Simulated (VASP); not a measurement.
All values below come from r2SCAN meta-GGA, VASP's PBE PAW potentials (set 64) (plane waves; VASP 6.6.1).

A VASP calculation is set up with these files.

KPOINTS:
```
Regular mesh
0
gamma
7 7 7
0 0 0
```

INCAR:
```
! general
SYSTEM  = InAs
PREC    = Accurate
ENCUT   = 400   ! plane-wave cut-off (eV)
LREAL   = F
LASPH   = T   ! aspherical one-centre terms

! electronic loop
EDIFF   = 1E-6   ! SCF stop (eV)
NELM    = 100
ALGO    = Normal   ! blocked Davidson
LMAXMIX = 4   ! l cut-off of mixed one-centre charges
LMIXTAU = T

! smearing
ISMEAR  = 0   ! Gaussian
SIGMA   = 0.05

! functional
METAGGA = R2SCAN

! ions
IBRION  = 2   ! conjugate gradients
NSW     = 60   ! most ionic steps
ISIF    = 3   ! ions, shape and volume
EDIFFG  = -0.01

! output
LWAVE   = F
LCHARG  = F
```

File POSCAR:
```
InAs
1.0
  0.0000000000   3.0300000000   3.0300000000
  3.0300000000   0.0000000000   3.0300000000
  3.0300000000   3.0300000000   0.0000000000
In As
1 1
Cart
  0.0000000000   0.0000000000   0.0000000000
  1.5150000000   1.5150000000   1.5150000000
```

POTCAR, in this order: In_d As (PBE.64 set). Program: vasp_std.

Output

File OUTCAR:
```
 ion  position               nearest neighbor table
   1  0.000  0.000  0.000-   2 2.62   2 2.62   2 2.62   2 2.62
   2  0.250  0.250  0.250-   1 2.62   1 2.62   1 2.62   1 2.62
  LATTYP: Found a face centered cubic cell.
 ALAT       =     6.0600000000
 Subroutine PRICEL returns:
 Original cell was already a primitive cell.
 Subroutine GETGRP returns: Found 24 space group operations
The static configuration has the point symmetry T_d .
The dynamic configuration has the point symmetry T_d .
 Subroutine INISYM returns: Found 24 space group operations
 Subroutine IBZKPT returns following result:
 Found     20 irreducible k-points:

 Following reciprocal coordinates:
            Coordinates               Weight
  0.000000  0.000000  0.000000      1.000000
  0.142857  0.000000  0.000000      8.000000
  0.285714  0.000000  0.000000      8.000000
  0.428571  0.000000  0.000000      8.000000
  0.142857  0.142857  0.000000      6.000000
  0.285714  0.142857  0.000000     24.000000
  0.428571  0.142857  0.000000     24.000000
 -0.428571  0.142857  0.000000     24.000000
 -0.285714  0.142857  0.000000     24.000000
...
```

File OSZICAR:
```
       N       E                     dE             d eps       ncg     rms          rms(c)
DAV:   1     0.791275629956E+02    0.79128E+02   -0.75066E+03   520   0.126E+03
DAV:   2    -0.334483484245E+02   -0.11258E+03   -0.10950E+03   535   0.305E+02
DAV:   3    -0.412411415200E+02   -0.77928E+01   -0.77457E+01   680   0.903E+01
DAV:   4    -0.414294391281E+02   -0.18830E+00   -0.18822E+00   582   0.162E+01
DAV:   5    -0.414402615029E+02   -0.10822E-01   -0.10822E-01   797   0.327E+00    0.609E+00
DAV:   6    -0.380258233214E+02    0.34144E+01   -0.20723E+00   635   0.369E+01    0.316E+00
DAV:   7    -0.380107286456E+02    0.15095E-01   -0.63164E-01   540   0.123E+01    0.161E+00
DAV:   8    -0.380085810448E+02    0.21476E-02   -0.36128E-01   530   0.798E+00    0.108E+00
DAV:   9    -0.379998577372E+02    0.87233E-02   -0.20382E-02   600   0.175E+00    0.845E-01
DAV:  10    -0.379916739363E+02    0.81838E-02   -0.21686E-01   520   0.514E+00    0.507E-01
DAV:  11    -0.380424378319E+02   -0.50764E-01   -0.56535E-02   520   0.260E+00    0.265E-01
DAV:  12    -0.380439395135E+02   -0.15017E-02   -0.12760E-02   540   0.128E+00    0.237E-01
DAV:  13    -0.380425864032E+02    0.13531E-02   -0.20493E-03   545   0.615E-01    0.664E-02
DAV:  14    -0.380467303450E+02   -0.41439E-02   -0.25010E-03   540   0.551E-01    0.438E-02
DAV:  15    -0.380467430984E+02   -0.12753E-04   -0.31197E-04   605   0.222E-01    0.368E-02
DAV:  16    -0.380467795356E+02   -0.36437E-04   -0.52516E-05   550   0.920E-02    0.289E-02
DAV:  17    -0.380468133523E+02   -0.33817E-04   -0.28868E-05   550   0.552E-02    0.210E-02
DAV:  18    -0.380468128809E+02    0.47144E-06   -0.12032E-06   613   0.815E-03
   1 F= -.38046813E+02 E0= -.38046811E+02  d E =-.380468E+02
       N       E                     dE             d eps       ncg     rms          rms(c)
DAV:   1    -0.382220713155E+02   -0.17526E+00   -0.47770E+00   670   0.501E+01    0.285E+00
DAV:   2    -0.380727942013E+02    0.14928E+00   -0.31193E-01   670   0.135E+01    0.984E-01
DAV:   3    -0.380485016060E+02    0.24293E-01   -0.67437E-02   625   0.630E+00    0.441E-01
DAV:   4    -0.380511334127E+02   -0.26318E-02   -0.97906E-03   540   0.105E+00    0.512E-01
DAV:   5    -0.380512514451E+02   -0.11803E-03   -0.10171E-03   533   0.385E-01    0.397E-01
DAV:   6    -0.380437252821E+02    0.75262E-02   -0.86468E-03   520   0.131E+00    0.817E-02
DAV:   7    -0.380509552358E+02   -0.72300E-02   -0.37145E-03   520   0.778E-01    0.367E-02
DAV:   8    -0.380511245003E+02   -0.16926E-03   -0.20817E-04   630   0.137E-01    0.686E-02
DAV:   9    -0.380512741519E+02   -0.14965E-03   -0.16441E-04   520   0.142E-01    0.849E-02
DAV:  10    -0.380512665676E+02    0.75843E-05   -0.24552E-05   540   0.520E-02    0.246E-02
DAV:  11    -0.380512691797E+02   -0.26120E-05   -0.27972E-06   622   0.121E-02    0.269E-02
DAV:  12    -0.380512702280E+02   -0.10483E-05   -0.10756E-06   370   0.139E-02    0.389E-03
DAV:  13    -0.380512732093E+02   -0.29813E-05   -0.10555E-06   370   0.134E-02    0.374E-03
DAV:  14    -0.380512717007E+02    0.15086E-05   -0.21062E-07   280   0.715E-03    0.127E-03
DAV:  15    -0.380512727308E+02   -0.10301E-05   -0.70979E-08   275   0.420E-03    0.382E-04
DAV:  16    -0.380512724280E+02    0.30281E-06   -0.93654E-09   275   0.156E-03
   2 F= -.38051272E+02 E0= -.38051149E+02  d E =-.445955E-02
       N       E                     dE             d eps       ncg     rms          rms(c)
DAV:   1    -0.380685899612E+02   -0.17317E-01   -0.43094E-01   655   0.142E+01    0.920E-01
DAV:   2    -0.380542781400E+02    0.14312E-01   -0.31780E-02   665   0.459E+00    0.290E-01
DAV:   3    -0.380521664528E+02    0.21117E-02   -0.54777E-03   630   0.184E+00    0.154E-01
DAV:   4    -0.380522108263E+02   -0.44374E-04   -0.14264E-03   520   0.427E-01    0.136E-01
DAV:   5    -0.380523563926E+02   -0.14557E-03   -0.44729E-04   520   0.255E-01    0.393E-02
DAV:   6    -0.380518714070E+02    0.48499E-03   -0.89055E-04   520   0.413E-01    0.356E-02
DAV:   7    -0.380523640371E+02   -0.49263E-03   -0.24148E-04   520   0.190E-01    0.337E-02
DAV:   8    -0.380524048820E+02   -0.40845E-04   -0.28409E-05   540   0.685E-02    0.110E-02
DAV:   9    -0.380524060941E+02   -0.12122E-05   -0.53272E-06   655   0.213E-02    0.607E-03
DAV:  10    -0.380524062688E+02   -0.17462E-06   -0.53480E-07   320   0.758E-03
   3 F= -.38052406E+02 E0= -.38052338E+02  d E =-.559339E-02
```

File OUTCAR:
```
------------------------ aborting loop because EDIFF is reached ----------------------------------------
  FORCE on cell =-STRESS in cart. coord.  units (eV):
  Direction    XX          YY          ZZ          XY          YZ          ZX
  --------------------------------------------------------------------------------------
  Total       -0.0086979     -0.0086979     -0.0086979      0.0000000      0.0000000     -0.0000000
  in kB       -0.2446641     -0.2446641     -0.2446641      0.0000000      0.0000000     -0.0000000
  external PRESSURE =      -0.2446641 kB  Pullay stress =       0.0000000 kB
  volume of cell :       56.96
      direct lattice vectors                 reciprocal lattice vectors
    -0.000000000  3.053806399  3.053806399    -0.163730091  0.163730091  0.163730091
     3.053806399 -0.000000000  3.053806399     0.163730091 -0.163730091  0.163730091
     3.053806399  3.053806399  0.000000000     0.163730091  0.163730091 -0.163730091
  FREE ENERGIE OF THE ION-ELECTRON SYSTEM (eV)
  ---------------------------------------------------
  free  energy   TOTEN  =       -38.0524062688 eV

  energy  without entropy=      -38.0522689065  energy(sigma->0) =      -38.05233759

 reached required accuracy - stopping structural energy minimisation
```
(Selected blocks of OUTCAR.)

CONTCAR:
```
InAs
   1.00000000000000
    -0.0000000000000000    3.0538063990937023    3.0538063990937023
     3.0538063990937023   -0.0000000000000000    3.0538063990937023
     3.0538063990937023    3.0538063990937023    0.0000000000000000
  In              As
     1     1
Direct
     0.0000000000000000    0.0000000000000000    0.0000000000000000
     0.2500000000000000    0.2500000000000000    0.2500000000000000
```

OUTCAR:
```
 val. band max:        3.9763656897   @ k =   0.0000   0.0000   0.0000

 cond. band min:       4.0593369996   @ k =   0.0000   0.0000   0.0000


 Fermi energy:         4.0294964644

 k-point     1 :       0.0000    0.0000    0.0000
  band No.  band energies     occupation
      1     -10.8207      2.00000
      2     -10.8206      2.00000
      3     -10.8206      2.00000
      4     -10.6861      2.00000
      5     -10.6861      2.00000
      6      -8.1289      2.00000
      7       3.9764      1.86714
      8       3.9764      1.86710
      9       3.9764      1.86710
     10       4.0593      0.39866
     11       8.2313      0.00000
     12       8.2314      0.00000
     13       8.2314      0.00000

 k-point     2 :       0.1429    0.0000    0.0000
  band No.  band energies     occupation
      1     -10.8456      2.00000
      2     -10.8134      2.00000
      3     -10.8134      2.00000
      4     -10.6862      2.00000
      5     -10.6861      2.00000
      6      -7.9196      2.00000
      7       1.9021      2.00000
      8       3.7418      2.00000
      9       3.7418      2.00000
     10       5.3929      0.00000
     11       8.4572      0.00000
     12       8.5784      0.00000
     13       8.5784      0.00000

 k-point     3 :       0.2857    0.0000    0.0000
  band No.  band energies     occupation
      1     -10.8973      2.00000
      2     -10.7990      2.00000
      3     -10.7989      2.00000
      4     -10.6842      2.00000
      5     -10.6841      2.00000
      6      -7.3685      2.00000
      7      -0.1502      2.00000
      8       3.3179      2.00000
      9       3.3179      2.00000
     10       5.4546      0.00000
     11       9.0066      0.00000
     12       9.0066      0.00000
     13       9.9019      0.00000

 k-point     4 :       0.4286    0.0000    0.0000
  band No.  band energies     occupation
      1     -10.9354      2.00000
      2     -10.7898      2.00000
      3     -10.7897      2.00000
...
```

Energy and stress use the plane-wave basis of the starting cell. Unless said otherwise, spin-orbit coupling is left out, though it shifts the bands of the heavy elements here.

The compound is InAs in the zinc blende structure. This run relaxes it. Symmetry was kept, so distortions that lower it aren't found.
